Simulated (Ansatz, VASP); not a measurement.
# Cross-check of HfZr2 (HfZr2 in the C11b ordering) between VASP and Ansatz

One calculation is typed for both programs; each brings its own data sets. How far apart do they land? The cell is generated by rule, not measured, and may not be a known phase. The cell is taken from a series of runs on this material, whose earlier steps may have relaxed, scaled, displaced or heated it; both programs get it as it stands.

Calculated with Ansatz 0.2.0; plane waves, with VASP 6.6.1 beside it; relaxation of cell and atoms at PBE.

The structure was built from a prototype and need not be the compound's stable phase.

### 1. Starting point

It takes space group I4/mmm (No. 139, tetragonal). Conventional cell: a = 3.187 Å, b = 3.187 Å, c = 13.557 Å, α = 90.00°, β = 90.00°, γ = 90.00°. Hf has 8 Zr at 3.16 Å and 4 Hf at 3.19 Å nearest. Nearest to Zr lie 4 Hf at 3.16 Å and 8 Zr at 3.19 to 3.25 Å. Farther neighbours are not listed.

As a file:

```xyz
3
Lattice="3.1868 0.0000 0.0000 0.0000 3.1868 0.0000 1.5934 1.5934 6.7785" Properties=species:S:1:pos:R:3 pbc="T T T"
Hf    0.0000    0.0000    0.0000
Zr    3.1868    3.1868    4.5568
Zr    1.5934    1.5934    2.2217
```

### 2. VASP: relaxation of cell and atoms, PBE

The relaxed volume is the usual yardstick between codes: in a stiff, nearly cubic crystal its relative difference is about their pressure difference at one cell divided by the bulk modulus.

Lines of VASP's logs that name or quote its potential files are left out, and so is its time.

File INCAR:

```
SYSTEM = HfZr2
PREC = Accurate
ENCUT = 500
EDIFF = 1E-07
NELM = 120
ISMEAR = 1
SIGMA = 0.2
LREAL = .FALSE.
ALGO = Normal
GGA = PE
NBANDS = 23
LASPH = .TRUE.
LORBIT = 11
LWAVE = .FALSE.
LCHARG = .FALSE.
ISIF = 3
IBRION = 2
NSW = 80
EDIFFG = -0.005
GGA_COMPAT = .FALSE.
NELMIN = 4
```

File POSCAR:

```
HfZr2
1.0
    3.1867630000      0.0000000000      0.0000010000
    0.0000000000      3.1867630000      0.0000010000
    1.5933780000      1.5933780000      6.7785030000
Hf Zr
1 2
Direct
    0.0000000000      0.0000000000      0.0000000000
    0.6638761412      0.6638761412      0.6722479391
    0.3361237113      0.3361237113      0.3277523559
```

File KPOINTS:

```
Automatic mesh
0
Gamma
10 10 10
0 0 0
```

The projector-augmented-wave data sets are Hf_pv and Zr_sv (PBE family, release 64).

On the command line:

```bash
> mpirun -np 1 vasp_std
```

Numbers of over 12 decimals in the logs are rounded to 6 here.

Output:

```text
[banner, memory and clock lines left out]
running    1 mpi-ranks, on    1 nodes
 distrk:  each k-point on    1 cores,    1 groups
 distr:  one band on    1 cores,    1 groups

 POSCAR found type information on POSCAR HfZr
 POSCAR found :  2 types and       3 ions
 LDA part: xc-table for (Slater+PW92), standard interpolation
 POSCAR, INCAR and KPOINTS ok, starting setup
 FFT: planning ... GRIDC
 FFT: planning ... GRID_SOFT
 FFT: planning ... GRID
 WAVECAR not read
 entering main loop
       N       E                     dE             d eps       ncg     rms          rms(c)
DAV:   1     0.263717596264E+03    0.26372E+03   -0.17917E+04  4692   0.140E+03
DAV:   2    -0.802806033420E+01   -0.27175E+03   -0.26470E+03  5427   0.397E+02
DAV:   3    -0.270582102430E+02   -0.19030E+02   -0.18526E+02  8979   0.716E+01
DAV:   4    -0.278260340814E+02   -0.76782E+00   -0.76611E+00  6012   0.141E+01
DAV:   5    -0.278552581257E+02   -0.29224E-01   -0.29221E-01  7279   0.224E+00    0.487E+01
DAV:   6    -0.270341782435E+02    0.82108E+00   -0.14318E+00  5595   0.807E+00    0.252E+01
DAV:   7    -0.269726173064E+02    0.61561E-01   -0.17852E+00  6689   0.732E+00    0.920E+00
DAV:   8    -0.268338336831E+02    0.13878E+00   -0.53558E-01  6244   0.315E+00    0.305E+00
DAV:   9    -0.268283275548E+02    0.55061E-02   -0.65542E-02  5799   0.198E+00    0.132E+00
DAV:  10    -0.268274361362E+02    0.89142E-03   -0.52047E-03  6962   0.438E-01    0.898E-02
DAV:  11    -0.268274651984E+02   -0.29062E-04   -0.23805E-04  6090   0.106E-01    0.423E-02
DAV:  12    -0.268274618445E+02    0.33539E-05   -0.24443E-05  5913   0.361E-02    0.748E-03
DAV:  13    -0.268274629496E+02   -0.11051E-05   -0.12775E-06  6691   0.687E-03    0.643E-03
DAV:  14    -0.268274629936E+02   -0.44071E-07   -0.12723E-07  4439   0.201E-03
   1 F= -.26827463E+02 E0= -.26828932E+02  d E =-.268275E+02
[...]
2 F= -.26827508E+02 E0= -.26829001E+02  d E =-.453126E-04
[...]
3 F= -.26827514E+02 E0= -.26829021E+02  d E =-.506599E-04
[...]
4 F= -.26827538E+02 E0= -.26829053E+02  d E =-.244858E-04
 trial-energy change:   -0.000024  1 .order   -0.000025   -0.000029   -0.000020
 step:   1.0714(harm=  1.0714)  dis= 0.00127  next Energy=   -26.827559 (dE=-0.453E-04)
 bond charge predicted
       N       E                     dE             d eps       ncg     rms          rms(c)
DAV:   1    -0.268277762154E+02   -0.23817E-03   -0.24371E-02  4692   0.126E+00    0.118E-01
DAV:   2    -0.268276182737E+02    0.15794E-03   -0.68168E-04  5102   0.190E-01    0.611E-02
DAV:   3    -0.268275605024E+02    0.57771E-04   -0.10419E-04  6465   0.719E-02    0.227E-02
DAV:   4    -0.268275557129E+02    0.47895E-05   -0.31158E-05  7393   0.313E-02    0.193E-02
DAV:   5    -0.268275562562E+02   -0.54326E-06   -0.70585E-06  6153   0.124E-02    0.103E-02
DAV:   6    -0.268275579836E+02   -0.17274E-05   -0.15665E-06  6541   0.789E-03    0.297E-03
DAV:   7    -0.268275582062E+02   -0.22262E-06   -0.18759E-07  4362   0.257E-03    0.896E-04
DAV:   8    -0.268275582603E+02   -0.54172E-07   -0.24588E-08  2752   0.111E-03
   5 F= -.26827558E+02 E0= -.26829087E+02  d E =-.446068E-04
 curvature:  -1.40 expect dE=-0.875E-05 dE for cont linesearch -0.129E-07
 trial: gam=-0.12178 g(F)=  0.209E-06 g(S)=  0.603E-05 ort =-0.142E-05 (trialstep = 0.493E+00)
 search vector abs. value=  0.986E-05
 reached required accuracy - stopping structural energy minimisation
```

Parts of OUTCAR (step 2):

```text
ion  position               nearest neighbor table
   1  0.000  0.000  0.000-   2 3.16   2 3.16   2 3.16   3 3.16   2 3.16   3 3.16   3 3.16   3 3.16

  LATTYP: Found a body centered tetragonal cell.
 ALAT       =     3.1867630000
 C/A-ratio  =     4.2541613543

 Subroutine GETGRP returns: Found 16 space group operations
 (whereof 16 operations were pure point group operations)

The static configuration has the point symmetry D_4h.

 Found    102 irreducible k-points:

   k-points           NKPTS =    102   k-points in BZ     NKDIM =    102   number of bands    NBANDS=     23

   dimension x,y,z NGX =    24 NGY =   24 NGZ =   54
   dimension x,y,z NGXF=    48 NGYF=   48 NGZF=  108

   ENCUT  =  500.0 eV  36.75 Ry    6.06 a.u.   5.81  5.81 13.02*2*pi/ulx,y,z

   NELECT =      34.0000    total number of electrons

 k-points in reciprocal lattice and weights: Automatic mesh
   0.00000000  0.00000000  0.00000000       0.001
   0.10000000 -0.00000000  0.00000000       0.008
   0.20000000 -0.00000000  0.00000000       0.008
   0.30000000 -0.00000000  0.00000000       0.008
   0.40000000 -0.00000000  0.00000000       0.008
   0.50000000  0.00000000  0.00000000       0.004
   0.10000000  0.10000000  0.00000000       0.008
   0.20000000  0.10000000  0.00000000       0.016
   0.30000000  0.10000000  0.00000000       0.016
[...]
-0.10000000 -0.10000000  0.40000000       0.004
   0.00000000  0.00000000  0.50000000       0.001

 average (electrostatic) potential at core
       1 -34.6590       2 -75.8822       3 -75.8821

 E-fermi :   7.5465

 k-point     1 :       0.0000    0.0000    0.0000
  band No.  band energies     occupation
    ...
     12       1.3473      2.00000
     13       4.4161      2.00000
     14       4.6708      2.00000
     15       5.9495      2.00000
     16       6.0211      2.00000
     17       8.5823     -0.00000
     18       8.6602     -0.00000
     19       8.6602     -0.00000
     20       8.6928     -0.00000
     21       8.9114     -0.00000
    ...

 k-point     2 :       0.1000   -0.0000    0.0000
  band No.  band energies     occupation
    ...
     12       1.5779      2.00000
     13       4.5513      2.00000
     14       4.8465      2.00000
     15       5.9900      2.00000
     16       6.2232      2.00000
     17       8.2634     -0.00000
     18       8.4216     -0.00000
     19       8.6497     -0.00000
     20       8.7632     -0.00000
     21       8.8165     -0.00000
    ...

 k-point     3 :       0.2000   -0.0000    0.0000
  band No.  band energies     occupation
    ...
     12       2.2213      2.00000
     13       4.7722      2.00000
     14       5.2330      2.00000
     15       6.2571      2.00000
     16       6.6697      2.00000
     17       7.8860     -0.03732
     18       7.9274     -0.02151
     19       8.2332     -0.00001
     20       9.0259     -0.00000
     21       9.0376     -0.00000
    ...

  Total       -0.0134514     -0.0134514     -0.0035834     -0.0000000     -0.0000000     -0.0000000
  in kB       -0.3128936     -0.3128936     -0.0833527     -0.0000000     -0.0000001     -0.0000001
  external PRESSURE =      -0.2363800 kB  Pullay stress =       0.0000000 kB

  energy-cutoff  :      500.00
  volume of cell :       68.88
      direct lattice vectors                 reciprocal lattice vectors
     3.191275657 -0.000000000  0.000001003     0.313354339  0.000000023 -0.073929035
    -0.000000000  3.191275657  0.000001003     0.000000023  0.313354339 -0.073929035
     1.595634335  1.595634335  6.763228849    -0.000000046 -0.000000046  0.147858393

 POSITION                                       TOTAL-FORCE (eV/Angst)
 -----------------------------------------------------------------------------------
      0.00000      0.00000      0.00000        -0.000000     -0.000000      0.000000
      3.19127      3.19127      4.54429         0.000000      0.000000     -0.001472
      1.59564      1.59564      2.21894        -0.000000     -0.000000      0.001472
 -----------------------------------------------------------------------------------
    total drift:                                0.000000      0.000000     -0.003624

  FREE ENERGIE OF THE ION-ELECTRON SYSTEM (eV)
  ---------------------------------------------------
  free  energy   TOTEN  =       -26.8275582603 eV

  energy  without entropy=      -26.8321448466  energy(sigma->0) =      -26.82908712

 reached required accuracy - stopping structural energy minimisation

 total charge
# of ion       s       p       d       tot
------------------------------------------
    1        0.398   6.375   1.532   8.305
    2        2.226   5.957   1.655   9.838
    3        2.226   5.957   1.655   9.838
--------------------------------------------------
tot          4.850  18.288   4.843  27.981

[... 3 further parts left out ...]
```

CONTCAR:

```
HfZr2
   1.00000000000000
     3.1912756572297978   -0.0000000000000003    0.0000010028719878
    -0.0000000000000003    3.1912756572297978    0.0000010028719878
     1.5956343345587358    1.5956343345587360    6.7632288485413286
  Hf              Zr
     1     2
Direct
     0.0000000000000000    0.0000000000000000    0.0000000000000000
     0.6640441925212841    0.6640441925212841    0.6719118364572690
     0.3359556599787126    0.3359556599787126    0.3280884585427375
```

### 3. Ansatz: relaxation of cell and atoms, PBE

Ansatz runs on its default PAW (the set named soft_2) files.

The same cell, functional, mesh and smearing now go to Ansatz, which takes its cutoff from its data sets.

File input.yaml:

```yaml
crystal:
  lattice:
    - [3.1867629561, 0.0, 1.4828e-06]
    - [0.0, 3.1867629561, 1.4828e-06]
    - [1.5933783241, 1.5933783241, 6.778503382]
  atoms:
    - { symbol: Hf, position: [0.0, 0.0, 0.0] }
    - { symbol: Zr, position: [0.663876122, 0.663876122, 0.6722477561] }
    - { symbol: Zr, position: [0.336123878, 0.336123878, 0.3277522439] }
kpoints:
  mp_grid: { grid: [10, 10, 10] }
hamiltonian:
  xc: pbe
scf:
  occupations: { method: methfessel_paxton, width: 0.2 }
output:
  forces: true
  stress: true
  eigenvalues: true
relax:
  adjacent_minimum: "off"
  f_tol: 0.001
  max_steps: 60
  cell: { stress_tol: 0.01 }
```

On the command line:

```bash
> ansatz run input.yaml --threads 4 --pin off --max-ram 8192MiB --backend cpu --events-out ev --progress --plain --runs-dir out
```

Output:

```text
Engine: ansatz 0.2.0, aarch64-unknown-linux-gnu
Pseudopotentials: kind: paw
Pseudopotential: Hf, paw, valence charge 26, recommended cutoff 420 eV (normal), Hf.paw.azcp
Pseudopotential: Zr, paw, valence charge 12, recommended cutoff 420 eV (normal), Zr.paw.azcp
Functional definition: PBE
  parameter kappa = 0.804
  parameter beta = 0.066725
  exchange = pbe_x(kappa = kappa, mu = beta*pi^2/3)
  correlation = pbe_c(beta = beta)
Crystal: 3 atoms, lattice volume = 68.839 Å³
Basis set: ecut = 420 eV, 1347 PW (Γ), exchange–correlation on 48×48×96 points (8 copies of the dense FFT grid, shifted against one another)
Bands: 30, of which v1, the nominal top of the filled ones, is band 25 counted from 1 (24 counted from 0)
Symmetry: 16 space group operations
Space group: I4/mmm (ITA 139), of the structure as read, at distance tolerance 4.1e-5 Å
k-points: 102 of 1000
Non-local potential: Hf, projectors of the file, l = 0: 3, l = 1: 2, l = 2: 2, l = 3: 3
Non-local potential: Zr, projectors of the file, l = 0: 3, l = 1: 2, l = 2: 2, l = 3: 2
PAW form: soft (Blöchl's): semilocal exchange-correlation on the pseudo side does not see the compensation charge
PAW one-centre angular grid: Hf, 590 points (default); XC on 64 Gauss nodes
PAW one-centre angular grid: Zr, 590 points (default); XC on 64 Gauss nodes
Initial density: superposition of atomic densities (neutral atoms: chi_scale 0, normalization atom), corrected by the library's trained network
Initial wavefunctions: pseudopotential atomic-orbital guess
Functional: x = pbe(κ = 0.804, μ = 0.219515), c = pbe(β = 0.066725)
SCF iter   1: F=—  HF=-24088.893342 eV  |F-HF|=—  |Δ(HF+E_count)|=         —  Δρ=2.40e-3  dr2=2.93e-3  ethr=1.77e-3  ⟨swp⟩=3.2  Hψ=9576  notcnv=0
preconditioner: auto → Kerker (q_TF=auto, 2.587 Å⁻¹)  [metal: Δε(μ)=0.016 eV  Ē_g=14.551 eV  σ=0.200 eV  W_gap=0.07  n_scr=20 (ndim 8)  ℏωp=27.6 eV  f_vac=0.000  D(μ)=4.21/eV (n_scr^D=42)]
SCF iter   2: F=—  HF=-24088.894260 eV  |F-HF|=—  |Δ(HF+E_count)|=   9.18e-4  S|Δr|=    0.00e0  Δρ=1.42e-3  dr2=1.15e-3  ethr=5.85e-6  ⟨swp⟩=2.0  Hψ=4478  notcnv=0
SCF iter   3: F=—  HF=-24088.894469 eV  |F-HF|=—  |Δ(HF+E_count)|=   2.09e-4  S|Δr|=    0.00e0  Δρ=3.59e-4  dr2=1.04e-4  ethr=2.31e-6  ⟨swp⟩=2.2  Hψ=3873  notcnv=0
SCF iter   4: F=—  HF=-24088.894471 eV  |F-HF|=—  |Δ(HF+E_count)|=   1.86e-6  S|Δr|=    0.00e0  Δρ=1.54e-4  dr2=1.97e-5  ethr=2.08e-7  ⟨swp⟩=2.0  Hψ=5608  notcnv=0
SCF iter   5: F=—  HF=-24088.894448 eV  |F-HF|=—  |Δ(HF+E_count)|=   2.28e-5  S|Δr|=    0.00e0  Δρ=7.60e-5  dr2=3.26e-6  ethr=3.94e-8  ⟨swp⟩=2.5  Hψ=5656  notcnv=0
SCF iter   6: F=—  HF=-24088.894449 eV  |F-HF|=—  |Δ(HF+E_count)|=   4.43e-7  S|Δr|=    0.00e0  Δρ=1.33e-5  dr2=1.08e-7  ethr=6.52e-9  ⟨swp⟩=2.2  Hψ=4156  notcnv=0
SCF iter   7: F=-24088.894448 eV  HF=-24088.894448 eV  |F-HF|=1.49e-8  |Δ(HF+E_count)|=   6.38e-8  S|Δr|=    0.00e0  Δρ=2.93e-6  dr2=8.46e-9  ethr=2.00e-10  ⟨swp⟩=4.7  Hψ=11036  notcnv=0
SCF 1 converged in 7 iterations: F = -24088.894448 eV  dr2 = 8.46e-9
  greatest PAW one-centre occupation: 0.998 electrons in one spin orbital (limit 2), on the Hf atom at site 0 (counted from 0), in its partial waves of l = 0
relax step   1: F+E_penalty+E_count = -24088.89444843 eV  Δ(F+E_penalty+E_count) = +0.000e0 eV  max|allowed force component| = 3.419e-2 eV/Å  Δτ_max = 0.0000 Å  P = +0.181 GPa  Ω = 68.839 Å³  (7 SCF iters, dr2 threshold 1.00e-7 eV, accepted)
[...]
relax step   3: F+E_penalty+E_count = -24088.89473320 eV  Δ(F+E_penalty+E_count) = -2.576e-4 eV  max|allowed force component| = 1.972e-3 eV/Å  Δτ_max = 0.0030 Å  P = +0.002 GPa  Ω = 68.952 Å³  energy of the carried Pulay correction = -1.748e-5 eV  (5 SCF iters, dr2 threshold 2.67e-7 eV, accepted)
[...]
relax step   4: F+E_penalty+E_count = -24088.89473956 eV  Δ(F+E_penalty+E_count) = -6.363e-6 eV  max|allowed force component| = 1.731e-3 eV/Å  Δτ_max = 0.0003 Å  P = -0.007 GPa  Ω = 68.961 Å³  energy of the carried Pulay correction = -1.878e-5 eV  (5 SCF iters, dr2 threshold 3.21e-9 eV, accepted)
[...]
relax step   5: F+E_penalty+E_count = -24088.89474183 eV  Δ(F+E_penalty+E_count) = -2.261e-6 eV  max|allowed force component| = 1.724e-4 eV/Å  Δτ_max = 0.0003 Å  P = +0.001 GPa  Ω = 68.954 Å³  energy of the carried Pulay correction = -1.771e-5 eV  (6 SCF iters, dr2 threshold 6.32e-10 eV, accepted)
[...]
relax step   6: F+E_penalty+E_count = -24088.89476334 eV  Δ(F+E_penalty+E_count) = -2.152e-5 eV  max|allowed force component| = 1.801e-4 eV/Å  Δτ_max = 0.0000 Å  P = +0.001 GPa  Ω = 68.954 Å³  stress off target by 2.05e-3 GPa  SCF on the basis re-selected at this cell (its energy is not comparable with the rows above)  (5 SCF iters)
basis re-selected at this cell: Δ(F+E_penalty+E_count) = -2.152e-5 eV, ΔP = +0.000 GPa vs the last step (what re-selecting the basis moved, of the pressure what is left beyond the Pulay correction that the steps carried, after the strain that the cell walked since its last selection, with what the two solves' SCF thresholds leave and, on support functions, any second-order correction that the steps lacked; it is no m [...]
SCF converged after 5 iterations
Stability not checked: this state was not tested for a lower state beside it, because cold or Methfessel-Paxton smearing, or corrected tetrahedra, fill the levels in a way that the test cannot read (fill_not_monotonic; see scf.lower_state_search)
Free energy (F): -24088.894763 eV
Harris-Foulkes:  -24088.894763 eV  (|F-HF|=3.64e-12)
Internal energy: -24088.899410 eV  (E = F + TS)
E sigma→0 (E₀):  -24088.895925 eV
Entropy (-TS):   0.004646 eV (1.549 meV/atom)
Fermi energy:    15.781633 eV
--- Per-component energies (eV) ---
  E_band       = -215.141982
  E_kinetic    = 1089.820176
  E_local      = -7777.073112  (includes V_loc(G=0)·N_el)
  E_nonlocal   = -1083.215937
  E_hartree    = 3471.011949
  E_xc         = -623.024933
  E_vxc        = -647.514676  (∫ρ·V_xc dr)
  E_paw        = -12836.055908  (= ΣΔE_a)
  E_vpaw       = 1260.817594  (= ΣTr[D̂ρ^β])
  E_aug_tail   = 0.000049  (compensation charges beyond the density's cutoff)
  E_ewald      = -6330.361693
  E_smearing   = 0.004646  (= −TS)
  E_closure    = 0.000000  (closes the sum)
  Σ components = -24088.894763   (vs F -24088.894763, Δ=0.00e0)
--- Forces (eV/Å), atoms counted from 1 ---
  atom   1  Hf    -0.00000000     0.00000000     0.00000000
  atom   2  Zr    -0.00000000    -0.00000000     0.00018014
  atom   3  Zr     0.00000000     0.00000000    -0.00018014
  max |Σ_I F_I| component: 0.00e0 eV/Å
--- Stress (GPa, compression-positive) ---
        0.002049       0.000000       0.000000
        0.000000       0.002049       0.000000
        0.000000       0.000000      -0.000895
  P = ⅓ Tr σ = 0.0011 GPa (0.011 kbar)
--- Band table (eV; the first three rows and the last of 102) ---
  k-point 0: bands = [... 21 lower, 12.9075, 14.1900, 14.2547, 16.8320, 16.8898, 16.8898, 16.9217, 17.1341, ... 1 higher]
  k-point 1: bands = [... 21 lower, 12.9069, 14.0068, 14.4784, 16.8209, 16.8641, 16.9185, 16.9185, 17.3385, ... 1 higher]
  k-point 2: bands = [... 21 lower, 12.8745, 13.8386, 14.7661, 16.7005, 16.9328, 17.0044, 17.0044, 17.7436, ... 1 higher]
  k-point 101: bands = [... 21 lower, 13.7582, 13.9226, 14.0205, 15.1742, 15.6059, 17.6581, 18.1189, 18.2594, ... 1 higher]
--- Relaxed structure (5 steps of the walk, 5 accepted, 1 SCFs on fresh bases) ---
  F+E_penalty+E_count = -24088.89476334 eV   max|allowed force component| = 1.801e-4 eV/Å   (the final SCF, on the basis selected at the relaxed cell)
  cell:  # Å, volume = 68.9537 Å³
    - [3.192458, -3.4558064958559837e-13, 1.4854299106895222e-6]
    - [-3.4558064958615514e-13, 3.192458, 1.4854299106907188e-6]
    - [1.596226, 1.596226, 6.765611]
  atoms:
    - { symbol: Hf, position: [0, 0, 0] }
    - { symbol: Zr, position: [0.664258, 0.664258, 0.671483] }
    - { symbol: Zr, position: [0.335742, 0.335742, 0.328517] }
```

The column dr2 measures how far the density is from self-consistency, as an energy; F and HF (Harris–Foulkes) agree once it is small.

### 4. Comparison

Known differences besides the potentials themselves: the data sets hold 50 valence electrons in Ansatz (on its default PAW (the set named soft_2) files) and 34 in VASP; the cutoff is 420 eV in Ansatz and 500 eV in VASP; Ansatz adds a Pulay correction to the stress that steers its cell, VASP none. Total energies have different zeros and are not compared.

The two programs side by side:

| quantity | Ansatz | VASP | difference |
| --- | --- | --- | --- |
| volume (Å³) | 68.95 | 68.88 | +0.11 % |
| edge a after relaxation, in the typed setting (Å) | 3.192 | 3.191 | +0.04 % |
| edge c after relaxation, in the typed setting (Å) | 7.132 | 7.130 | +0.04 % |

### 5. What came out

```json
{
 "difference in volume (relaxation of cell and atoms, PBE)": "0.11 %"
}
```

The difference in volume is 0.11 % (relaxation of cell and atoms, PBE), within the 1.2 % picked in this series as the mark of a large difference, as far as the stopping tolerances let one tell. The data sets hold unlike numbers of valence electrons (50 in Ansatz and 34 in VASP), so part of the differences comes from the potentials. How closely two codes agree says nothing of how well the functional describes the real material.

[Lines on the potential files, build, host, timing and source positions are cut from VASP's logs without a mark.]

[Logs are printed without paths, hosts, clocks, repeated set-up lines and the standing remarks that a program may print on its own settings, such as how far it seeks lower states.]

[Hosts, paths, dates, database ids (printed as entryN), source tags and the programs' standing remarks are cut or masked in the printed files.]
